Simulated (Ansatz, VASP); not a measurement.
# Cross-check of Cu (Copper) between VASP and Ansatz, part 2 of 2

Wanted: the spread between two codes on one cell, functional and k mesh. The cell is taken from a series of runs on this material, whose earlier steps may have relaxed, scaled, displaced or heated it; both programs get it as it stands.

VASP 6.6.1 and Ansatz 0.2.0.

So far: The starting structure; Ansatz: elastic constants, PBE.

**3. VASP: elastic constants, PBE**

Level of this step: PBE; plane waves and PAW (Cu) (VASP).

The same cell, functional, mesh and smearing now go to VASP, with its own data sets.

Lines of VASP's logs that name or quote its potential files are left out, and so is its time.

INCAR

```
SYSTEM = Cu
PREC = Accurate
ENCUT = 600
EDIFF = 1E-08
NELM = 120
ISMEAR = -1
SIGMA = 0.15
LREAL = .FALSE.
ALGO = Normal
GGA = PE
NBANDS = 11
LASPH = .TRUE.
LORBIT = 11
LWAVE = .FALSE.
LCHARG = .FALSE.
ISIF = 3
IBRION = 6
NFREE = 2
POTIM = 0.015
NSW = 1
GGA_COMPAT = .FALSE.
KPAR = 2
```

POSCAR

```
Cu
1.0
    0.0000000000      1.8151403639      1.8151403639
    1.8151403639      0.0000000000      1.8151403639
    1.8151403639      1.8151403639      0.0000000000
Cu
1
Direct
    0.0000000000      0.0000000000      0.0000000000
```

KPOINTS

```
Automatic mesh
0
Gamma
24 24 24
0 0 0
```

Potentials, in the order of the species: Cu (PBE family, release 64).

The run is started by

```
> mpirun -np 2 vasp_std
```

Numbers of over 12 decimals in the logs are rounded to 6 here.

Log:

```text
[banner, memory and clock lines left out]
running    2 mpi-ranks, on    1 nodes
 distrk:  each k-point on    1 cores,    2 groups
 distr:  one band on    1 cores,    1 groups

 POSCAR found type information on POSCAR Cu
 POSCAR found :  1 types and       1 ions
 LDA part: xc-table for (Slater+PW92), standard interpolation
 POSCAR, INCAR and KPOINTS ok, starting setup
 FFT: planning ... GRIDC
 FFT: planning ... GRID_SOFT
 FFT: planning ... GRID
 WAVECAR not read
 entering main loop
       N       E                     dE             d eps       ncg     rms          rms(c)
DAV:   1     0.444909971877E+02    0.44491E+02   -0.60295E+03  9792   0.187E+03
DAV:   2    -0.338022172765E+01   -0.47871E+02   -0.44491E+02  9269   0.214E+02
DAV:   3    -0.463419634797E+01   -0.12540E+01   -0.12413E+01 10340   0.424E+01
DAV:   4    -0.464270880246E+01   -0.85125E-02   -0.85110E-02 10165   0.308E+00
DAV:   5    -0.464279614939E+01   -0.87347E-04   -0.87344E-04 10368   0.309E-01    0.770E+00
DAV:   6    -0.413540549740E+01    0.50739E+00   -0.15433E+01 10497   0.804E+01    0.403E+00
DAV:   7    -0.375128736801E+01    0.38412E+00   -0.24850E+00 10477   0.321E+01    0.566E-01
DAV:   8    -0.374088783754E+01    0.10400E-01   -0.52236E-03 10207   0.119E+00    0.314E-01
DAV:   9    -0.373916454710E+01    0.17233E-02   -0.11179E-02 10737   0.199E+00    0.318E-02
DAV:  10    -0.373916461255E+01   -0.65450E-07   -0.50614E-05 13547   0.128E-01    0.797E-03
DAV:  11    -0.373916360363E+01    0.10089E-05   -0.67146E-07 10587   0.146E-02    0.421E-04
DAV:  12    -0.373916363292E+01   -0.29284E-07   -0.17378E-08  7131   0.203E-03    0.108E-04
DAV:  13    -0.373916369030E+01   -0.57383E-07   -0.27563E-09  5627   0.749E-04    0.862E-06
DAV:  14    -0.373916369200E+01   -0.17035E-08   -0.35140E-10  5095   0.306E-04
   1 F= -.37391637E+01 E0= -.37281559E+01  d E =-.220155E-01
[... from here on, the cycles between the ionic steps are left out ...]
   2 F= -.37383720E+01 E0= -.37272524E+01  d E =-.222393E-01
   3 F= -.37370012E+01 E0= -.37260812E+01  d E =-.218401E-01
   7 F= -.37370012E+01 E0= -.37260812E+01  d E =-.218401E-01
   8 F= -.37384943E+01 E0= -.37274652E+01  d E =-.220583E-01
   9 F= -.37384950E+01 E0= -.37274659E+01  d E =-.220583E-01
  10 F= -.37384944E+01 E0= -.37274652E+01  d E =-.220583E-01
  11 F= -.37384950E+01 E0= -.37274659E+01  d E =-.220583E-01
  12 F= -.37384944E+01 E0= -.37274652E+01  d E =-.220583E-01
  13 F= -.37384950E+01 E0= -.37274659E+01  d E =-.220583E-01
  14 F= -.37391642E+01 E0= -.37281565E+01  d E =-.220155E-01
 Finite differences progress:
  Degree of freedom:   7/  7
  Displacement:        1/  2
  Total:              13/ 14
 bond charge predicted
       N       E                     dE             d eps       ncg     rms          rms(c)
DAV:   1    -0.373681010907E+01    0.23541E-02   -0.48812E+00 10373   0.185E+01    0.148E-01
DAV:   2    -0.373969187370E+01   -0.28818E-02   -0.35063E-02  9174   0.219E+00    0.100E-01
DAV:   3    -0.373938149837E+01    0.31038E-03   -0.12306E-03 11277   0.592E-01    0.637E-02
DAV:   4    -0.373917160320E+01    0.20990E-03   -0.40465E-04 10074   0.185E-01    0.211E-02
DAV:   5    -0.373916404256E+01    0.75606E-05   -0.66943E-05 11093   0.161E-01    0.296E-03
DAV:   6    -0.373916421279E+01   -0.17023E-06   -0.52907E-07 13000   0.111E-02    0.127E-03
DAV:   7    -0.373916420267E+01    0.10120E-07   -0.12632E-07  9812   0.712E-03    0.221E-04
DAV:   8    -0.373916420395E+01   -0.12815E-08   -0.49028E-09  5410   0.140E-03
  15 F= -.37391642E+01 E0= -.37281565E+01  d E =-.220155E-01
 Finite differences progress:
  Degree of freedom:   7/  7
  Displacement:        2/  2
  Total:              14/ 14
```

OUTCAR, selected parts (step 3):

```text
ion  position               nearest neighbor table
   1  0.000  0.000  0.000-

  LATTYP: Found a face centered cubic cell.
 ALAT       =     3.6302807278

 Subroutine GETGRP returns: Found 48 space group operations
 (whereof 48 operations were pure point group operations)

The static configuration has the point symmetry O_h .

 Found    413 irreducible k-points:

   k-points           NKPTS =    413   k-points in BZ     NKDIM =    413   number of bands    NBANDS=     11

   dimension x,y,z NGX =    24 NGY =   24 NGZ =   24
   dimension x,y,z NGXF=    48 NGYF=   48 NGZF=   48

   ENCUT  =  600.0 eV  44.10 Ry    6.64 a.u.   5.13  5.13  5.13*2*pi/ulx,y,z

   NELECT =      11.0000    total number of electrons

 k-points in reciprocal lattice and weights: Automatic mesh
   0.00000000  0.00000000  0.00000000       0.000
   0.04166667  0.00000000  0.00000000       0.001
   0.08333333  0.00000000  0.00000000       0.001
   0.12500000  0.00000000  0.00000000       0.001
   0.16666667  0.00000000  0.00000000       0.001
   0.20833333  0.00000000  0.00000000       0.001
   0.25000000  0.00000000  0.00000000       0.001
   0.29166667  0.00000000  0.00000000       0.001
   0.33333333  0.00000000  0.00000000       0.001
[...]
-0.29166667  0.50000000  0.20833333       0.001
  -0.25000000  0.50000000  0.25000000       0.000

 average (electrostatic) potential at core
       1 -63.8328

 E-fermi :   7.4487

 k-point     1 :       0.0000    0.0000    0.0000
  band No.  band energies     occupation
    ...
      2       4.4364      2.00000
      3       4.4364      2.00000
      4       4.4364      2.00000
      5       5.2420      2.00000
      6       5.2420      2.00000
      7      29.9221      0.00000
      8      32.4681      0.00000
      9      32.4681      0.00000
     10      32.4681      0.00000
     11      34.9494      0.00000

 k-point     2 :       0.0417    0.0000    0.0000
  band No.  band energies     occupation
    ...
      2       4.4231      2.00000
      3       4.4484      2.00000
      4       4.4484      2.00000
      5       5.2372      2.00000
      6       5.2372      2.00000
      7      29.5997      0.00000
      8      31.4823      0.00000
      9      32.2462      0.00000
     10      32.2462      0.00000
     11      35.2620      0.00000

 k-point     3 :       0.0833    0.0000    0.0000
  band No.  band energies     occupation
    ...
      2       4.3853      2.00000
      3       4.4817      2.00000
      4       4.4817      2.00000
      5       5.2251      2.00000
      6       5.2251      2.00000
      7      28.1660      0.00000
      8      30.7492      0.00000
      9      31.7762      0.00000
     10      31.7762      0.00000
     11      35.9914      0.00000

  Total        0.0442255      0.0442255      0.0442255     -0.0000000     -0.0000000      0.0000000
  in kB        5.9241072      5.9241072      5.9241072     -0.0000000     -0.0000000      0.0000000
  external PRESSURE =       5.9241072 kB  Pullay stress =       0.0000000 kB

  energy-cutoff  :      600.00
  volume of cell :       11.96
      direct lattice vectors                 reciprocal lattice vectors
     0.000000000  1.815140364  1.815140364    -0.275460791  0.275460791  0.275460791
     1.815140364  0.000000000  1.815140364     0.275460791 -0.275460791  0.275460791
     1.815140364  1.815140364  0.000000000     0.275460791  0.275460791 -0.275460791

 POSITION                                       TOTAL-FORCE (eV/Angst)
 -----------------------------------------------------------------------------------
     -0.01500      0.00000      0.00000         0.000000      0.000000      0.000000
 -----------------------------------------------------------------------------------
    total drift:                                0.000043     -0.000001     -0.000001

  FREE ENERGIE OF THE ION-ELECTRON SYSTEM (eV)
  ---------------------------------------------------
  free  energy   TOTEN  =        -3.7391642040 eV

  energy  without entropy=       -3.7171487375  energy(sigma->0) =       -3.72815647

  SYMMETRIZED ELASTIC MODULI (kBar)
 Direction    XX          YY          ZZ          XY          YZ          ZX
 --------------------------------------------------------------------------------
 XX        1751.7354   1219.8766   1219.8766      0.0000     -0.0000      0.0000
 YY        1219.8766   1751.7354   1219.8766     -0.0000      0.0000      0.0000
 ZZ        1219.8766   1219.8766   1751.7354      0.0000     -0.0000      0.0000
 XY           0.0000     -0.0000      0.0000    801.9916      0.0000     -0.0000
 YZ          -0.0000      0.0000     -0.0000      0.0000    801.9916      0.0000
 ZX           0.0000      0.0000      0.0000     -0.0000      0.0000    801.9916
 --------------------------------------------------------------------------------

 Eigenvectors and eigenvalues of the dynamical matrix
 ----------------------------------------------------

   1 f/i=    0.000000 THz     0.000000 2PiTHz    0.000000 cm-1     0.000000 meV
             X         Y         Z           dx          dy          dz
      0.000000  0.000000  0.000000     0.707107   -0.707107    0.000000

   2 f/i=    0.000000 THz     0.000000 2PiTHz    0.000000 cm-1     0.000000 meV
             X         Y         Z           dx          dy          dz
      0.000000  0.000000  0.000000    -0.707107   -0.707107    0.000000

   3 f/i=    0.000000 THz     0.000000 2PiTHz    0.000000 cm-1     0.000000 meV
             X         Y         Z           dx          dy          dz
      0.000000  0.000000  0.000000     0.000000    0.000000    1.000000

 ELASTIC MODULI CONTR FROM IONIC RELAXATION (kBar)
 Direction    XX          YY          ZZ          XY          YZ          ZX
 --------------------------------------------------------------------------------
 XX           0.0000      0.0000      0.0000      0.0000      0.0000      0.0000
 YY           0.0000      0.0000      0.0000      0.0000      0.0000      0.0000
 ZZ           0.0000      0.0000      0.0000      0.0000      0.0000      0.0000
 XY           0.0000      0.0000      0.0000      0.0000      0.0000      0.0000
 YZ           0.0000      0.0000      0.0000      0.0000      0.0000      0.0000
 ZX           0.0000      0.0000      0.0000      0.0000      0.0000      0.0000
 --------------------------------------------------------------------------------

 TOTAL ELASTIC MODULI (kBar)
 Direction    XX          YY          ZZ          XY          YZ          ZX
 --------------------------------------------------------------------------------
 XX        1751.7354   1219.8766   1219.8766      0.0000     -0.0000      0.0000
 YY        1219.8766   1751.7354   1219.8766     -0.0000      0.0000      0.0000
 ZZ        1219.8766   1219.8766   1751.7354      0.0000     -0.0000      0.0000
 XY           0.0000     -0.0000      0.0000    801.9916      0.0000     -0.0000
 YZ          -0.0000      0.0000     -0.0000      0.0000    801.9916      0.0000
 ZX           0.0000      0.0000      0.0000     -0.0000      0.0000    801.9916
 --------------------------------------------------------------------------------

 total charge
# of ion       s       p       d       tot
------------------------------------------
    1        0.443   0.374   9.171   9.988

[... 3 further parts left out ...]
```

Levels, forces or a CONTCAR printed for this step are those of its last displaced cell, not of the structure at rest.

**4. Differences**

Known differences besides the potentials themselves: the data sets hold 19 valence electrons in Ansatz (on its default PAW (the set named soft_2) files) and 11 in VASP; the cutoff is 420 eV in Ansatz and 600 eV in VASP; VASP takes each elastic constant from one size of strain, Ansatz from those that its log lists. Total energies have different zeros and are not compared.

Compared:

| quantity | Ansatz | VASP | difference |
| --- | --- | --- | --- |
| C11 (GPa) | 177.3 | 175.2 | +1.21 % |
| C22 (GPa) | 177.3 | 175.2 | +1.21 % |
| C33 (GPa) | 177.3 | 175.2 | +1.21 % |
| C12 (GPa) | 122.5 | 122.0 | +0.44 % |
| C13 (GPa) | 122.5 | 122.0 | +0.44 % |
| C23 (GPa) | 122.5 | 122.0 | +0.44 % |
| C44 (GPa) | 80.6 | 80.2 | +0.55 % |
| C55 (GPa) | 80.6 | 80.2 | +0.55 % |
| C66 (GPa) | 80.6 | 80.2 | +0.55 % |

**5. Summary of results**

```json
{
 "difference in C11 (elastic constants, PBE)": "1.2 %"
}
```

What this shows: The difference in C11 is 1.2 % (elastic constants, PBE), within the 5 % picked in this series as the mark of a large difference. The data sets hold unlike numbers of valence electrons (19 in Ansatz and 11 in VASP), so part of the differences comes from the potentials. How closely two codes agree says nothing of how well the functional describes the real material.

[Lines on the potential files, build, host, timing and source positions are cut from VASP's logs without a mark.]

[Logs are printed without paths, hosts, clocks, repeated set-up lines and the standing remarks that a program may print on its own settings, such as how far it seeks lower states.]

[Hosts, paths, dates, database ids (printed as entryN), source tags and the programs' standing remarks are cut or masked in the printed files.]
